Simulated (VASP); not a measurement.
OSZICAR of a VASP run on PbSe (rock salt):

### OSZICAR
```
       N       E                     dE             d eps       ncg     rms          rms(c)
DAV:   1     0.150206820665E+03    0.15021E+03   -0.82439E+03   280   0.116E+03
DAV:   2     0.290794414405E+01   -0.14730E+03   -0.14322E+03   310   0.332E+02
DAV:   3    -0.823076135356E+01   -0.11139E+02   -0.11091E+02   352   0.101E+02
DAV:   4    -0.846630809123E+01   -0.23555E+00   -0.23545E+00   316   0.179E+01
DAV:   5    -0.847462384825E+01   -0.83158E-02   -0.83157E-02   376   0.311E+00    0.281E+00
DAV:   6    -0.819118078084E+01    0.28344E+00   -0.75005E-01   410   0.697E+00    0.162E+00
DAV:   7    -0.818637970182E+01    0.48011E-02   -0.12538E-01   314   0.199E+00    0.870E-01
DAV:   8    -0.818955056249E+01   -0.31709E-02   -0.12760E-02   316   0.147E+00    0.136E-01
DAV:   9    -0.818922815183E+01    0.32241E-03   -0.24824E-03   418   0.576E-01    0.523E-02
DAV:  10    -0.818928989258E+01   -0.61741E-04   -0.19543E-04   310   0.101E-01    0.195E-02
DAV:  11    -0.818929499526E+01   -0.51027E-05   -0.68512E-05   348   0.960E-02    0.669E-03
DAV:  12    -0.818929533382E+01   -0.33856E-06   -0.46599E-06   340   0.195E-02
   1 F= -.81892953E+01 E0= -.81892953E+01  d E =-.387463E-12
```

Which electronic solver shows in the log?

It is blocked Davidson (ALGO = Normal, or the opening steps of other solvers). The INCAR had ALGO = Normal.

Can the final energy be trusted as converged?

The run converged. It stopped with EDIFF = 1E-6, NELM = 100 (PBE GGA, plane waves, VASP's PBE PAW potentials (set 64)).

The compound is PbSe in the rock salt structure. The cell was not relaxed at this level. The run is one of a series of settings (KPOINTS 5×5×5 Monkhorst-Pack mesh against the base run), some of them coarse on purpose.
